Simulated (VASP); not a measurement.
These are r2SCAN+rVV10, VASP's PBE PAW potentials (set 64) (plane waves; VASP) values and carry that method's errors.

Input for VASP

File POSCAR:
```
BN
1.0
  1.2461961199  -2.1584752103   0.0000000000
  1.2461961199   2.1584752103   0.0000000000
  0.0000000000   0.0000000000   4.1227981947
B N
2 2
direct
  0.6666670000   0.3333330000   0.5002419187
  0.3333330000   0.6666670000   0.0002419187
  0.6666670000   0.3333330000   0.8747580813
  0.3333330000   0.6666670000   0.3747580813
```

File KPOINTS:
```
Automatic
0
Gamma
10 10 5
0 0 0
```

### INCAR
```
# general
SYSTEM   = BN
PREC     = Accurate
ENCUT    = 520
LREAL    = .False.
LASPH    = .True.

# electronic loop
EDIFF    = 1E-7
NELM     = 100
ALGO     = Normal
LMIXTAU  = .True.

# smearing
ISMEAR   = 0
SIGMA    = 0.05

# functional
METAGGA  = R2SCAN
LUSE_VDW = .True.
BPARAM   = 11.95
CPARAM   = 0.0093

# ions
IBRION   = 2
NSW      = 30
ISIF     = 4
EDIFFG   = -0.01

# output
LWAVE    = .False.
LCHARG   = .False.
```

POTCAR, in this order: B N (PBE.64 set). Program: vasp_std.

The run wrote:

OUTCAR:
```
 ion  position               nearest neighbor table
   1  0.667  0.333  0.500-   4 1.53   4 1.53   4 1.53   3 1.54
   2  0.333  0.667  0.000-   3 1.53   3 1.53   3 1.53   4 1.54
   3  0.667  0.333  0.875-   2 1.53   2 1.53   2 1.53   1 1.54
   4  0.333  0.667  0.375-   1 1.53   1 1.53   1 1.53   2 1.54
  LATTYP: Found a hexagonal cell.
 ALAT       =     2.4923924255
 C/A-ratio  =     1.6541529145
 Subroutine PRICEL returns:
 Original cell was already a primitive cell.
 Subroutine GETGRP returns: Found 12 space group operations
The static configuration has the point symmetry C_3v.
 The point group associated with its full space group is C_6v.
The dynamic configuration has the point symmetry C_3v.
 Subroutine INISYM returns: Found 12 space group operations
 Subroutine IBZKPT returns following result:
 Found     42 irreducible k-points:

 Following reciprocal coordinates:
            Coordinates               Weight
  0.000000  0.000000  0.000000      1.000000
  0.100000  0.000000  0.000000      6.000000
  0.200000  0.000000  0.000000      6.000000
  0.300000  0.000000  0.000000      6.000000
  0.400000  0.000000  0.000000      6.000000
  0.500000  0.000000  0.000000      3.000000
  0.100000  0.100000  0.000000      6.000000
  0.200000  0.100000  0.000000     12.000000
  0.300000  0.100000  0.000000     12.000000
  0.400000  0.100000  0.000000     12.000000
  0.200000  0.200000  0.000000      6.000000
  0.300000  0.200000  0.000000     12.000000
  0.400000  0.200000  0.000000      6.000000
  0.300000  0.300000  0.000000      6.000000
  0.000000  0.000000  0.200000      2.000000
  0.100000  0.000000  0.200000     12.000000
  0.200000  0.000000  0.200000     12.000000
  0.300000  0.000000  0.200000     12.000000
  0.400000  0.000000  0.200000     12.000000
  0.500000  0.000000  0.200000      6.000000
  0.100000  0.100000  0.200000     12.000000
  0.200000  0.100000  0.200000     24.000000
  0.300000  0.100000  0.200000     24.000000
  0.400000  0.100000  0.200000     24.000000
  0.200000  0.200000  0.200000     12.000000
  0.300000  0.200000  0.200000     24.000000
  0.400000  0.200000  0.200000     12.000000
  0.300000  0.300000  0.200000     12.000000
  0.000000  0.000000  0.400000      2.000000
  0.100000  0.000000  0.400000     12.000000
  0.200000  0.000000  0.400000     12.000000
  0.300000  0.000000  0.400000     12.000000
  0.400000  0.000000  0.400000     12.000000
  0.500000  0.000000  0.400000      6.000000
  0.100000  0.100000  0.400000     12.000000
  0.200000  0.100000  0.400000     24.000000
  0.300000  0.100000  0.400000     24.000000
  0.400000  0.100000  0.400000     24.000000
  0.200000  0.200000  0.400000     12.000000
  0.300000  0.200000  0.400000     24.000000
   k-points           NKPTS =     42   k-points in BZ     NKDIM =     42   number of bands    NBANDS=     12
   number of dos      NEDOS =    301   number of ions     NIONS =      4
   total plane-waves  NPLWV =  12800
   dimension x,y,z NGX =    20 NGY =   20 NGZ =   32
   dimension x,y,z NGXF=    40 NGYF=   40 NGZF=   64
   ions per type =               2   2
   PREC   = accura    normal or accurate (medium, high low for compatibility)
   ISTART =      0    job   : 0-new  1-cont  2-samecut
   ICHARG =      2    charge: 1-file 2-atom 10-const
   ISPIN  =      1    spin polarized calculation?
   LNONCOLLINEAR =      F non collinear calculations
   LSORBIT =      F    spin-orbit coupling
   INIWAV =      1    electr: 0-lowe 1-rand  2-diag
   ENCUT  =  520.0 eV  38.22 Ry    6.18 a.u.   4.63  4.63  7.67*2*pi/ulx,y,z
   NELM   =    100;   NELMIN=  2; NELMDL= -5     # of ELM steps
...
```

### OSZICAR
```
       N       E                     dE             d eps       ncg     rms          rms(c)
DAV:   1     0.431098435527E+02    0.43110E+02   -0.92627E+03  1016   0.136E+03
DAV:   2    -0.421936163931E+02   -0.85303E+02   -0.79363E+02  1420   0.287E+02
DAV:   3    -0.445794183840E+02   -0.23858E+01   -0.23775E+01  1340   0.490E+01
DAV:   4    -0.445919862034E+02   -0.12568E-01   -0.12561E-01  1224   0.365E+00
DAV:   5    -0.445921156716E+02   -0.12947E-03   -0.12946E-03  1308   0.340E-01    0.986E+00
DAV:   6    -0.377758033328E+02    0.68163E+01   -0.32142E+00  1264   0.157E+01    0.573E+00
DAV:   7    -0.379457877983E+02   -0.16998E+00   -0.84855E-01  1160   0.101E+01    0.255E+00
DAV:   8    -0.390520397759E+02   -0.11063E+01   -0.89357E-01  1108   0.957E+00    0.170E+00
DAV:   9    -0.377763255412E+02    0.12757E+01   -0.40923E-01  1044   0.765E+00    0.358E-01
DAV:  10    -0.379452963558E+02   -0.16897E+00   -0.64091E-02  1108   0.289E+00    0.147E-01
DAV:  11    -0.379444104414E+02    0.88591E-03   -0.46202E-03  1200   0.913E-01    0.147E-01
DAV:  12    -0.379432462111E+02    0.11642E-02   -0.37570E-03  1156   0.653E-01    0.105E-01
DAV:  13    -0.379478794838E+02   -0.46333E-02   -0.15592E-03  1044   0.454E-01    0.454E-02
DAV:  14    -0.379481168455E+02   -0.23736E-03   -0.13870E-04  1256   0.130E-01    0.415E-03
DAV:  15    -0.379480998829E+02    0.16963E-04   -0.54582E-06  1236   0.299E-02    0.448E-03
DAV:  16    -0.379481069126E+02   -0.70297E-05   -0.19376E-07   928   0.559E-03    0.357E-03
DAV:  17    -0.379480973792E+02    0.95334E-05   -0.14277E-06  1132   0.126E-02    0.270E-03
DAV:  18    -0.379480998151E+02   -0.24359E-05   -0.17165E-07   728   0.453E-03    0.112E-03
DAV:  19    -0.379480994873E+02    0.32783E-06   -0.15981E-08   576   0.166E-03    0.285E-04
DAV:  20    -0.379480998514E+02   -0.36412E-06   -0.62564E-09   552   0.850E-04    0.131E-04
DAV:  21    -0.379480999027E+02   -0.51310E-07   -0.15339E-09   520   0.534E-04
   1 F= -.37948100E+02 E0= -.37948100E+02  d E =-.379481E+02
       N       E                     dE             d eps       ncg     rms          rms(c)
DAV:   1    -0.379479098809E+02    0.18997E-03   -0.53130E-02  1160   0.227E+00    0.437E-02
DAV:   2    -0.379479719460E+02   -0.62065E-04   -0.75279E-04  1240   0.277E-01    0.292E-02
DAV:   3    -0.379479818732E+02   -0.99272E-05   -0.29763E-05  1264   0.716E-02    0.113E-02
DAV:   4    -0.379479579737E+02    0.23899E-04   -0.11927E-05  1252   0.434E-02    0.371E-03
DAV:   5    -0.379479778530E+02   -0.19879E-04   -0.34110E-06  1176   0.312E-02    0.259E-03
DAV:   6    -0.379479691351E+02    0.87179E-05   -0.15794E-06  1108   0.182E-02    0.776E-04
DAV:   7    -0.379479719250E+02   -0.27900E-05   -0.41195E-07  1176   0.729E-03    0.238E-04
DAV:   8    -0.379479718388E+02    0.86214E-07   -0.67721E-09   576   0.108E-03
   2 F= -.37947972E+02 E0= -.37947972E+02  d E =0.128064E-03
       N       E                     dE             d eps       ncg     rms          rms(c)
DAV:   1    -0.379481716651E+02   -0.19974E-03   -0.19458E-02  1160   0.137E+00    0.264E-02
DAV:   2    -0.379482028469E+02   -0.31182E-04   -0.27533E-04  1240   0.168E-01    0.177E-02
DAV:   3    -0.379481849706E+02    0.17876E-04   -0.10960E-05  1264   0.436E-02    0.680E-03
DAV:   4    -0.379481995905E+02   -0.14620E-04   -0.44340E-06  1244   0.265E-02    0.224E-03
DAV:   5    -0.379481900769E+02    0.95136E-05   -0.12783E-06  1180   0.191E-02    0.157E-03
DAV:   6    -0.379481954190E+02   -0.53421E-05   -0.58426E-07  1100   0.111E-02    0.472E-04
DAV:   7    -0.379481944772E+02    0.94181E-06   -0.14041E-07   792   0.431E-03    0.171E-04
DAV:   8    -0.379481945096E+02   -0.32384E-07   -0.49438E-09   564   0.871E-04
   3 F= -.37948195E+02 E0= -.37948195E+02  d E =-.946068E-04
```

OUTCAR:
```
------------------------ aborting loop because EDIFF is reached ----------------------------------------
  FORCE on cell =-STRESS in cart. coord.  units (eV):
  Direction    XX          YY          ZZ          XY          YZ          ZX
  --------------------------------------------------------------------------------------
  Total        3.7673255      3.7673263      3.7998104      0.0000000      0.0000000      0.0000000
  in kB      272.1373772    272.1374332    274.4839653      0.0000000      0.0000000      0.0000000
  external PRESSURE =     272.9195919 kB  Pullay stress =       0.0000000 kB
  volume of cell :       22.18
      direct lattice vectors                 reciprocal lattice vectors
     1.246091610 -2.158294202  0.000000000     0.401254607 -0.231664432 -0.000000000
     1.246091610  2.158294202  0.000000000     0.401254607  0.231664432  0.000000000
     0.000000000 -0.000000000  4.123489766    -0.000000000  0.000000000  0.242513031
  FREE ENERGIE OF THE ION-ELECTRON SYSTEM (eV)
  ---------------------------------------------------
  free  energy   TOTEN  =       -37.9481945096 eV

  energy  without entropy=      -37.9481945096  energy(sigma->0) =      -37.94819451

 reached required accuracy - stopping structural energy minimisation
```
(Selected blocks of OUTCAR.)

**CONTCAR**
```
BN
   1.00000000000000
     1.2460916104248254   -2.1582942022476947    0.0000000000000000
     1.2460916104248254    2.1582942022476947    0.0000000000000000
     0.0000000000000000   -0.0000000000000000    4.1234897656741571
  B               N
     2     2
Direct
     0.6666669999999968    0.3333330000000032    0.5004665161011835
     0.3333330000000032    0.6666669999999968    0.0004665161011836
     0.6666669999999968    0.3333330000000032    0.8745334838988165
     0.3333330000000032    0.6666669999999968    0.3745334838988164
```

**OUTCAR**
```
 val. band max:        8.2327138097   @ k =   0.0000   0.0000   0.0000

 cond. band min:      13.9827869819   @ k =   0.3000   0.3000   0.0000


 Fermi energy:         8.4359148418

 k-point     1 :       0.0000    0.0000    0.0000
  band No.  band energies     occupation
      1     -14.0324      2.00000
      2      -9.4874      2.00000
      3      -3.7524      2.00000
      4       5.8764      2.00000
      5       5.8765      2.00000
      6       7.9005      2.00000
      7       8.2327      2.00000
      8       8.2327      2.00000
      9      17.5426      0.00000
     10      17.5427      0.00000
     11      17.8891      0.00000
     12      19.2254      0.00000

 k-point     2 :       0.1000    0.0000    0.0000
  band No.  band energies     occupation
      1     -13.7953      2.00000
      2      -9.3042      2.00000
      3      -3.5185      2.00000
      4       4.8179      2.00000
      5       5.4342      2.00000
      6       7.3581      2.00000
      7       7.6664      2.00000
      8       7.9854      2.00000
      9      17.2348      0.00000
     10      18.0179      0.00000
     11      18.2405      0.00000
     12      19.9553      0.00000

 k-point     3 :       0.2000    0.0000    0.0000
  band No.  band energies     occupation
      1     -13.0947      2.00000
      2      -8.7936      2.00000
      3      -2.8300      2.00000
      4       2.4457      2.00000
      5       4.4856      2.00000
      6       5.3185      2.00000
      7       6.9533      2.00000
      8       7.3429      2.00000
      9      16.6816      0.00000
     10      18.6971      0.00000
     11      19.0137      0.00000
     12      20.6758      0.00000

 k-point     4 :       0.3000    0.0000    0.0000
  band No.  band energies     occupation
      1     -11.9734      2.00000
      2      -8.1235      2.00000
      3      -1.7444      2.00000
      4      -0.0699      2.00000
      5       2.9491      2.00000
      6       3.5554      2.00000
...
```

The compound is BN in the wurtzite structure, a metastable high-pressure form. This cell is one point of a volume scan, at 0.94 of the reference volume. Symmetry was kept, so distortions that lower it aren't found.
